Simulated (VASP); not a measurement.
## PPd6 (space group Amm2): computed properties

Computed with PBEsol GGA, VASP's PBE PAW potentials (set 64) (plane waves; VASP).

| Quantity | Result |
|---|---|
| space group | Amm2 (38) |
| cell | a = 7.107 Å, b = 2.963 Å, c = 9.749 Å, α = β = γ = 90.00° |
| volume per atom | 14.66 Å³/atom |
| band gap (over mesh and band path) | none (metal, semimetal or under 0.01 eV) |
| density | 10.83 g/cm³ |

```
CELL_PARAMETERS angstrom
      7.10724     0.00000     0.00000
      0.00000     1.48149     4.87450
      0.00000    -1.48149     4.87450
ATOMIC_POSITIONS crystal
  P  0.00000 0.24808 0.24808
  Pd 0.19732 0.86924 0.86924
  Pd 0.80268 0.86924 0.86924
  Pd 0.31550 0.14624 0.14624
  Pd 0.68450 0.14624 0.14624
  Pd 0.00000 0.56162 0.56162
  Pd 0.50000 0.44435 0.44435
```

The structure comes from a computed database's PPd6 entry (Amm2); how it stands against other phases isn't given here. It was relaxed first, which changed the volume by -6 %. Symmetry was kept, so distortions that lower it aren't found. The electron count is odd and the run is not spin-polarised, which forces a metal.
